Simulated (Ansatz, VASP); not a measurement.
# Ba6TiSi19O46 (glassy 73SiO2-23BaO-4TiO2 (mol %)): VASP beside Ansatz

Aim: how closely do two programs agree when they are given the same cell, functional and k mesh? The structure shown is the start of the Ansatz relaxation below; VASP solves that cell, so the two are compared at the walk's first step.

Program: Ansatz 0.2.0. Level of theory: plane waves, with VASP 6.6.1 beside it; single point at PBE. Results are calculated unless marked as measured.

**1. The starting structure**

The cell holds 72 atoms: 19 Si, 6 Ba, 1 Ti and 46 O. Cell: a = 10.195 Å, b = 10.195 Å, c = 10.195 Å, α = 90.0°, β = 90.0°, γ = 90.0°. As first built, before any earlier steps moved the atoms (in the runner's words): 72 atoms (19 Si, 6 Ba, 1 Ti, 46 O) placed at random at 3.15 g/cm^3, melted at 4000 K for 10 ps at fixed volume with the Morse and Coulomb pair potential with partial charges (Pedone, Malavasi, Menziani, Cormack and Segre, J. Phys. Chem. B 110, 11780 (2006)). Quenched from 4000 K to 300 K at 8 K/ps and fixed volume, held 10 ps at zero pressure.

**2. Ansatz: relaxation, PBE**

Ansatz runs on its default PAW (the set named soft_2) files.

The two programs are compared at the cell with which this relaxation starts, whose forces are those of its first step.

The input, input.yaml:

```yaml
crystal:
  lattice:
    - [10.19545, 0.0, 0.0]
    - [0.0, 10.19545, 0.0]
    - [0.0, 0.0, 10.19545]
  atoms:
    - { symbol: Si, position: [0.43851, 0.42906, 0.99125] }
    - { symbol: Si, position: [0.99815, 0.72121, 0.46472] }
    - { symbol: Si, position: [0.07016, 0.24369, 0.15557] }
    - { symbol: Si, position: [0.07931, 0.78138, 0.95596] }
    - { symbol: Si, position: [0.25374, 0.98865, 0.08087] }
    - { symbol: Si, position: [0.51261, 0.40362, 0.53105] }
    - { symbol: Si, position: [0.04975, 0.25431, 0.44189] }
    - { symbol: Si, position: [0.60048, 0.44349, 0.26081] }
    - { symbol: Si, position: [0.1948, 0.96196, 0.42132] }
    - { symbol: Si, position: [0.76666, 0.22812, 0.1546] }
    - { symbol: Si, position: [0.81682, 0.92066, 0.92026] }
    - { symbol: Si, position: [0.60203, 0.13581, 0.67469] }
    - { symbol: Si, position: [0.55432, 0.86272, 0.06724] }
    - { symbol: Si, position: [0.36546, 0.16252, 0.86123] }
    - { symbol: Si, position: [0.23294, 0.37362, 0.67206] }
    - { symbol: Si, position: [0.58768, 0.71551, 0.34763] }
    - { symbol: Si, position: [0.14402, 0.48338, 0.95546] }
    - { symbol: Si, position: [0.59122, 0.64185, 0.84564] }
    - { symbol: Si, position: [0.82976, 0.21945, 0.86556] }
    - { symbol: Ba, position: [0.22574, 0.56728, 0.28131] }
    - { symbol: Ba, position: [0.32312, 0.72478, 0.64001] }
    - { symbol: Ba, position: [0.49841, 0.05159, 0.36706] }
    - { symbol: Ba, position: [0.08336, 0.03269, 0.70115] }
    - { symbol: Ba, position: [0.83774, 0.5974, 0.10834] }
    - { symbol: Ba, position: [0.88692, 0.47913, 0.64547] }
    - { symbol: Ti, position: [0.71473, 0.82566, 0.61654] }
    - { symbol: O, position: [0.13123, 0.31858, 0.56448] }
    - { symbol: O, position: [0.08441, 0.6211, 0.98552] }
    - { symbol: O, position: [0.07989, 0.36717, 0.0468] }
    - { symbol: O, position: [0.36453, 0.44441, 0.59936] }
    - { symbol: O, position: [0.10392, 0.10202, 0.43617] }
    - { symbol: O, position: [0.26341, 0.9509, 0.28103] }
    - { symbol: O, position: [0.10325, 0.6176, 0.5151] }
    - { symbol: O, position: [0.09791, 0.31167, 0.30098] }
    - { symbol: O, position: [0.30034, 0.9794, 0.52899] }
    - { symbol: O, position: [0.93122, 0.83756, 0.99178] }
    - { symbol: O, position: [0.52715, 0.45177, 0.12094] }
    - { symbol: O, position: [0.17438, 0.85729, 0.05251] }
    - { symbol: O, position: [0.50304, 0.38491, 0.36615] }
    - { symbol: O, position: [0.96989, 0.68013, 0.3149] }
    - { symbol: O, position: [0.2922, 0.47994, 0.01693] }
    - { symbol: O, position: [0.79804, 0.87703, 0.77046] }
    - { symbol: O, position: [0.5398, 0.24918, 0.57946] }
    - { symbol: O, position: [0.26541, 0.05444, 0.91159] }
    - { symbol: O, position: [0.10577, 0.80115, 0.80066] }
    - { symbol: O, position: [0.64529, 0.79829, 0.45904] }
    - { symbol: O, position: [0.58348, 0.81037, 0.21304] }
    - { symbol: O, position: [0.17866, 0.4654, 0.79364] }
    - { symbol: O, position: [0.87535, 0.07582, 0.91043] }
    - { symbol: O, position: [0.92277, 0.19679, 0.17189] }
    - { symbol: O, position: [0.74009, 0.60091, 0.86602] }
    - { symbol: O, position: [0.72669, 0.36349, 0.2306] }
    - { symbol: O, position: [0.65345, 0.59141, 0.29237] }
    - { symbol: O, position: [0.64908, 0.00923, 0.60744] }
    - { symbol: O, position: [0.17012, 0.12639, 0.12372] }
    - { symbol: O, position: [0.28952, 0.25275, 0.75603] }
    - { symbol: O, position: [0.49066, 0.09766, 0.7927] }
    - { symbol: O, position: [0.90359, 0.2818, 0.46436] }
    - { symbol: O, position: [0.41699, 0.27329, 0.96929] }
    - { symbol: O, position: [0.87278, 0.73871, 0.55333] }
    - { symbol: O, position: [0.76429, 0.28161, 0.99699] }
    - { symbol: O, position: [0.08674, 0.85737, 0.46058] }
    - { symbol: O, position: [0.53206, 0.7314, 0.97163] }
    - { symbol: O, position: [0.50155, 0.51156, 0.87248] }
    - { symbol: O, position: [0.44007, 0.66981, 0.37964] }
    - { symbol: O, position: [0.62237, 0.49563, 0.56743] }
    - { symbol: O, position: [0.4203, 0.95089, 0.07276] }
    - { symbol: O, position: [0.66475, 0.12508, 0.18297] }
    - { symbol: O, position: [0.58278, 0.73338, 0.71436] }
    - { symbol: O, position: [0.95291, 0.29274, 0.81398] }
    - { symbol: O, position: [0.71732, 0.20658, 0.74946] }
    - { symbol: O, position: [0.68116, 0.91853, 0.99614] }
kpoints:
  mp_grid: { grid: [1, 1, 1] }
hamiltonian:
  xc: pbe
scf:
  occupations: { method: fixed }
output:
  forces: true
relax:
  f_tol: 0.05
  max_steps: 150
  cell: {}
```

Started as:

```
$ ansatz run input.yaml --threads 4 --pin off --max-ram 8192MiB --backend cpu --events-out ev --progress --plain --runs-dir out
```

Numbers of over 12 decimals in the logs are rounded to 6 here.

Output:

```text
Engine: ansatz 0.2.0, x86_64-unknown-linux-gnu
Pseudopotentials: kind: paw
Pseudopotential: Si, paw, valence charge 4, recommended cutoff 420 eV (normal), Si.paw.azcp
Pseudopotential: Ba, paw, valence charge 10, recommended cutoff 420 eV (normal), Ba.paw.azcp
Pseudopotential: Ti, paw, valence charge 12, recommended cutoff 420 eV (normal), Ti.paw.azcp
Pseudopotential: O, paw, valence charge 6, recommended cutoff 420 eV (normal), O.paw.azcp
Functional definition: PBE
  parameter kappa = 0.804
  parameter beta = 0.066725
  exchange = pbe_x(kappa = kappa, mu = beta*pi^2/3)
  correlation = pbe_c(beta = beta)
Crystal: 72 atoms, lattice volume = 1059.788 Å³
Basis set: ecut = 420 eV, 20719 PW (Γ), exchange–correlation on 144×144×144 points (8 copies of the dense FFT grid, shifted against one another)
Bands: 284, of which v1, the nominal top of the filled ones, is band 212 counted from 1 (211 counted from 0)
Symmetry: 1 space group operations
Space group: P1 (ITA 1), of the structure as read, at distance tolerance 1.0e-4 Å
k-points: 1
Non-local potential: Si, projectors of the file, l = 0: 2, l = 1: 2, l = 2: 2
Non-local potential: Ba, projectors of the file, l = 0: 3, l = 1: 2, l = 2: 2, l = 3: 2
Non-local potential: Ti, projectors of the file, l = 0: 3, l = 1: 2, l = 2: 3, l = 3: 1
Non-local potential: O, projectors of the file, l = 0: 2, l = 1: 2, l = 2: 1
PAW form: soft (Blöchl's): semilocal exchange-correlation on the pseudo side does not see the compensation charge
PAW one-centre angular grid: Si, 110 points (default); XC on 64 Gauss nodes
PAW one-centre angular grid: Ba, 194 points (default); XC on 64 Gauss nodes
PAW one-centre angular grid: Ti, 590 points (default); XC on 64 Gauss nodes
PAW one-centre angular grid: O, 110 points (default); XC on 64 Gauss nodes
Initial density: superposition of atomic densities (neutral atoms: chi_scale 0, normalization atom), corrected by the library's trained network
Initial wavefunctions: pseudopotential atomic-orbital guess
Functional: x = pbe(κ = 0.804, μ = 0.219515), c = pbe(β = 0.066725)
SCF iter   1: F=—  HF=-76460.469399 eV  |F-HF|=—  |Δ(HF+E_count)|=         —  Δρ=2.30e-3  dr2=6.70e-2  ethr=1.77e-3  ⟨swp⟩=4.0  Hψ=1009  notcnv=0  defer=69
preconditioner: auto → Resta (q_TF=auto, 2.342 Å⁻¹)  ε∞=3.3  [insulator: Δε(μ)=2.845 eV  Ē_g=14.974 eV  n_scr=250 (ndim 8)  ℏωp=22.9 eV  f_vac=0.122  ε∞_Penn≈3.3]
SCF iter   2: F=—  HF=-76460.468807 eV  |F-HF|=—  |Δ(HF+E_count)|=   5.92e-4  Δρ=1.23e-3  dr2=1.45e-2  ethr=1.58e-5  ⟨swp⟩=3.0  Hψ=457  notcnv=0  defer=70
SCF iter   3: F=—  HF=-76460.471110 eV  |F-HF|=—  |Δ(HF+E_count)|=   2.30e-3  Δρ=5.37e-4  dr2=4.59e-3  ethr=3.42e-6  ⟨swp⟩=2.0  Hψ=430  notcnv=0  defer=61
automatic band count: iteration 3 solves 275 bands in place of 284: the levels show a gap, and the empty bands left out lie too high to hold charge; the band table lists the bands solved (type scf.n_extra_bands for more)
SCF iter   4: F=—  HF=-76460.471226 eV  |F-HF|=—  |Δ(HF+E_count)|=   1.16e-4  Δρ=2.28e-4  dr2=7.36e-4  ethr=1.08e-6  ⟨swp⟩=2.0  Hψ=380  notcnv=0  defer=61
SCF iter   5: F=—  HF=-76460.471233 eV  |F-HF|=—  |Δ(HF+E_count)|=   6.80e-6  Δρ=1.52e-4  dr2=2.85e-4  ethr=1.74e-7  ⟨swp⟩=2.0  Hψ=431  notcnv=0  defer=60
SCF iter   6: F=—  HF=-76460.471223 eV  |F-HF|=—  |Δ(HF+E_count)|=   9.62e-6  Δρ=5.22e-5  dr2=3.33e-5  ethr=6.72e-8  ⟨swp⟩=2.0  Hψ=431  notcnv=0  defer=60
SCF iter   7: F=—  HF=-76460.472625 eV  |F-HF|=—  |Δ(HF+E_count)|=   1.40e-3  Δρ=1.96e-5  dr2=4.65e-6  ethr=7.84e-9  ⟨swp⟩=2.0  Hψ=428  notcnv=0  defer=58
SCF iter   8: F=—  HF=-76460.472628 eV  |F-HF|=—  |Δ(HF+E_count)|=   2.73e-6  Δρ=8.17e-6  dr2=7.39e-7  ethr=1.10e-9  ⟨swp⟩=2.0  Hψ=387  notcnv=0  defer=58
SCF iter   9: F=—  HF=-76460.472629 eV  |F-HF|=—  |Δ(HF+E_count)|=   6.15e-7  Δρ=3.69e-6  dr2=1.43e-7  ethr=1.74e-10  ⟨swp⟩=2.0  Hψ=390  notcnv=0  defer=58
SCF iter  10: F=-76460.472629 eV  HF=-76460.472629 eV  |F-HF|=5.36e-9  |Δ(HF+E_count)|=   5.24e-8  Δρ=1.41e-6  dr2=2.10e-8  ethr=2.36e-11  ⟨swp⟩=4.0  Hψ=915  notcnv=0
SCF 1 converged in 10 iterations: F = -76460.472629 eV  dr2 = 2.10e-8
  greatest PAW one-centre occupation: 0.999 electrons in one spin orbital (limit 2), on the Ti atom at site 25 (counted from 0), in its partial waves of l = 0
relax step   1: F+E_penalty+E_count = -76460.47262885 eV  Δ(F+E_penalty+E_count) = +0.000e0 eV  max|allowed force component| = 5.188e0 eV/Å  Δτ_max = 0.0000 Å  P = +4.000 GPa  Ω = 1059.788 Å³  (10 SCF iters, dr2 threshold 1.00e-7 eV, accepted)
Crystal: 72 atoms, lattice volume = 1059.344 Å³
Basis set: ecut = 420 eV, 20643 PW (Γ), exchange–correlation on 144×144×144 points (8 copies of the dense FFT grid, shifted against one another)
Initial density: handed on by an earlier stage of this run
Initial wavefunctions: those handed on with the density
[...]
atom  31  O      0.00073385     0.00844980     0.00055162
  atom  32  O     -0.00960021    -0.00137666    -0.00965542
  atom  33  O      0.00605509     0.00216569     0.00619206
  atom  34  O     -0.00037066     0.00239236    -0.00007507
  atom  35  O      0.00682651    -0.00721747     0.00769284
  atom  36  O      0.00361508    -0.00955412     0.00322204
  atom  37  O     -0.00677059     0.00167023     0.00775665
  atom  38  O     -0.02013731     0.00276460    -0.01767014
  atom  39  O      0.00161932     0.00339100     0.00653058
  atom  40  O      0.00025463    -0.00447905    -0.00572093
  atom  41  O     -0.00046026    -0.00474715    -0.00403710
  atom  42  O      0.01132437     0.01039362     0.01968663
  atom  43  O      0.00947080    -0.00087240     0.00487796
  atom  44  O     -0.00620442    -0.00492824    -0.00759820
  atom  45  O      0.00629492     0.00302813    -0.01109392
  atom  46  O     -0.01293585    -0.00986649    -0.01494609
  atom  47  O     -0.01763824     0.02976436     0.01273868
  atom  48  O     -0.00612380    -0.00059590     0.00641277
  atom  49  O      0.00805503     0.01188472     0.00300900
  atom  50  O      0.00382113     0.00905227    -0.00386843
  atom  51  O     -0.00051708     0.00113929    -0.00115572
  atom  52  O      0.00807490    -0.00221813     0.00096367
  atom  53  O      0.00002381    -0.00691036    -0.01010889
  atom  54  O      0.00428114    -0.02389475    -0.00524415
[...]
atom  65  O      0.00234167     0.00322316     0.00447829
  atom  66  O      0.00326043    -0.00416712     0.00144698
  atom  67  O      0.00465000    -0.00188508    -0.01731052
  atom  68  O      0.00053040     0.00182848    -0.00309714
  atom  69  O      0.01561734     0.00784719    -0.01123423
  atom  70  O      0.00024809    -0.00601091    -0.00003197
  atom  71  O     -0.00469426    -0.01265804     0.00573873
  atom  72  O     -0.00766976    -0.00289042     0.00267985
  max |Σ_I F_I| component: 1.83e-5 eV/Å
--- Stress (GPa, compression-positive) ---
        0.010135       0.007803       0.013062
        0.007803      -0.005783       0.006906
        0.013063       0.006906      -0.034693
  P = ⅓ Tr σ = -0.0101 GPa (-0.101 kbar)
--- Relaxed structure (18 steps of the walk, 16 accepted, 2 SCFs on fresh bases) ---
  F+E_penalty+E_count = -76467.32515245 eV   max|allowed force component| = 3.187e-2 eV/Å   (the final SCF, on the basis selected at the relaxed cell)
  cell:  # Å, volume = 1081.9115 Å³
    - [10.341808, 0.139133, 0.372733]
    - [0.139133, 10.300199, 0.030014]
    - [0.372733, 0.030014, 10.171971]
  atoms:
    - { symbol: Si, position: [0.445058, 0.418313, 0.990686] }
    - { symbol: Si, position: [0.990755, 0.748485, 0.445420] }
    - { symbol: Si, position: [0.083936, 0.262727, 0.153101] }
    - { symbol: Si, position: [0.084610, 0.790211, 0.945812] }
    - { symbol: Si, position: [0.252561, 0.993482, 0.089444] }
    - { symbol: Si, position: [0.534799, 0.381427, 0.546133] }
    - { symbol: Si, position: [0.078959, 0.283013, 0.438086] }
    - { symbol: Si, position: [0.590440, 0.433839, 0.261976] }
    - { symbol: Si, position: [0.177391, 0.977965, 0.405131] }
    - { symbol: Si, position: [0.779342, 0.228019, 0.161980] }
    - { symbol: Si, position: [0.812549, 0.904748, 0.913902] }
    - { symbol: Si, position: [0.606980, 0.121063, 0.685466] }
    - { symbol: Si, position: [0.536626, 0.858268, 0.065368] }
    - { symbol: Si, position: [0.362977, 0.154051, 0.856710] }
    - { symbol: Si, position: [0.257442, 0.366490, 0.670719] }
    - { symbol: Si, position: [0.538813, 0.713619, 0.344340] }
    - { symbol: Si, position: [0.165914, 0.486337, 0.947545] }
    - { symbol: Si, position: [0.600289, 0.639255, 0.870031] }
    - { symbol: Si, position: [0.828455, 0.200292, 0.868427] }
    - { symbol: Ba, position: [0.208273, 0.600446, 0.267087] }
    - { symbol: Ba, position: [0.314214, 0.724050, 0.627298] }
    - { symbol: Ba, position: [0.514334, 0.043383, 0.374539] }
    - { symbol: Ba, position: [0.080023, 0.051330, 0.706591] }
    - { symbol: Ba, position: [0.848614, 0.597753, 0.124103] }
    - { symbol: Ba, position: [0.875566, 0.479015, 0.653075] }
    - { symbol: Ti, position: [0.699659, 0.816615, 0.617752] }
    - { symbol: O, position: [0.171354, 0.353956, 0.545785] }
    - { symbol: O, position: [0.092034, 0.626966, 0.979755] }
    - { symbol: O, position: [0.085156, 0.377566, 0.035101] }
    - { symbol: O, position: [0.392660, 0.434469, 0.620910] }
    - { symbol: O, position: [0.131981, 0.132028, 0.432080] }
    - { symbol: O, position: [0.247457, 0.953210, 0.258448] }
    - { symbol: O, position: [0.099076, 0.656896, 0.511695] }
    - { symbol: O, position: [0.122604, 0.343450, 0.286301] }
    - { symbol: O, position: [0.278480, 0.947309, 0.516082] }
    - { symbol: O, position: [0.926268, 0.817440, 0.983840] }
    - { symbol: O, position: [0.503306, 0.420305, 0.134698] }
    - { symbol: O, position: [0.167106, 0.861500, 0.055213] }
    - { symbol: O, position: [0.506630, 0.369342, 0.385658] }
    - { symbol: O, position: [0.976236, 0.698024, 0.296620] }
    - { symbol: O, position: [0.303557, 0.496721, 0.015480] }
    - { symbol: O, position: [0.791983, 0.862876, 0.764998] }
    - { symbol: O, position: [0.543872, 0.223815, 0.582114] }
    - { symbol: O, position: [0.260990, 0.052740, 0.921849] }
    - { symbol: O, position: [0.129487, 0.820113, 0.796977] }
    - { symbol: O, position: [0.595971, 0.790491, 0.465136] }
    - { symbol: O, position: [0.555690, 0.818254, 0.219698] }
    - { symbol: O, position: [0.186388, 0.463084, 0.787833] }
    - { symbol: O, position: [0.877014, 0.049200, 0.903719] }
    - { symbol: O, position: [0.937347, 0.213217, 0.174112] }
[...]
- { symbol: O, position: [0.394343, 0.669442, 0.381255] }
    - { symbol: O, position: [0.651572, 0.466720, 0.574793] }
    - { symbol: O, position: [0.418241, 0.966256, 0.073962] }
    - { symbol: O, position: [0.693169, 0.118788, 0.227479] }
    - { symbol: O, position: [0.585086, 0.713188, 0.726529] }
    - { symbol: O, position: [0.949133, 0.271659, 0.798496] }
    - { symbol: O, position: [0.714518, 0.191508, 0.763728] }
    - { symbol: O, position: [0.677503, 0.911591, 1.007527] }
```

In the SCF lines HF is the Harris–Foulkes energy and dr2 the Hartree energy of the density residual, in eV; the loop may stop once dr2 is under the threshold and the program's other checks hold. Hψ counts applications of the Hamiltonian.

(Part 1 of 2 ends here.)

[Lines on the potential files, build, host, timing and source positions are cut from VASP's logs without a mark.]

[Logs are printed without paths, hosts, clocks, repeated set-up lines and the standing remarks that a program may print on its own settings, such as how far it seeks lower states.]

[Hosts, paths, dates, database ids (printed as entryN), source tags and the programs' standing remarks are cut or masked in the printed files.]
